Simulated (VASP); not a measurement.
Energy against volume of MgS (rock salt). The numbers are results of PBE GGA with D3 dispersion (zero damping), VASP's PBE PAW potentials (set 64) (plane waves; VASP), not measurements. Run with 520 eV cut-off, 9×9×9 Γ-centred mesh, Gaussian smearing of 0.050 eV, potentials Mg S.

```
V (Å³/atom)  E (eV/atom)
-----------  -----------
16.417          -4.46395
16.941          -4.47722
17.465          -4.48144
17.989          -4.47784
```

Q: Fit these four points and predict the energy of the run at 18.513 Å³/atom.

A: A cubic in V^(−2/3), the third-order Birch-Murnaghan form, passes through the four points with V0 = 17.47 Å³/atom and B0 = 79 GPa, and gives -4.4675 eV/atom there. The run gave -4.4675 eV/atom, -0.0 meV/atom from the fit; all five points give B0 = 79 GPa.

The compound is MgS in the rock salt structure. It was relaxed first.
